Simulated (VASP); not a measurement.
Runs of VASP 6.6.1 on YbH3. The structure is cubic, space group Fm-3m (No. 225). The conventional cell has a = 5.081 Å, b = 5.081 Å, c = 5.081 Å, α = 90.00°, β = 90.00°, γ = 90.00°. Around Yb (site symmetry m-3m) lie 8 H at 2.20 Å. Around H (site symmetry -43m) lie 4 Yb at 2.20 Å and 4 H at 2.20 Å. H (site symmetry m-3m) is surrounded by 8 H at 2.20 Å. The cell comes from a database or a generator and needn't be the stable form of this composition.

| task | cell | k mesh | cutoff (eV) | gap on the mesh (eV) | pressure (GPa) |
| --- | --- | --- | --- | --- | --- |
| single point | Fm-3m, 8.2 Å³/atom | 6 × 6 × 6 | 520 | none | 0.1 |
| single point | Fm-3m, 8.84 Å³/atom | 6 × 6 × 6 | 520 | none | -5.5 |
| single point | Fm-3m, 8.2 Å³/atom | 16 × 16 × 16 | 520 | none | (a) |
| relaxation of cell and atoms | relaxed | 6 × 6 × 6 | 600 | none | 0.3 |

Alike in all rows: level PBE; potentials or basis VASP PAW PBE potentials, release 64 (Yb, H); no spin polarisation; smearing gaussian 0.1 eV.

**Question.** Fill in the values left out.

**Answer.** (a) -0.2.

Caveats: without U or exact exchange the open f shell lies at the Fermi level, which spoils levels, moments and volumes.

A k mesh can miss the band edges, and the runs leave out spin-orbit coupling on Yb.

A gap of «none» marks a metal or a gap under the smearing width.
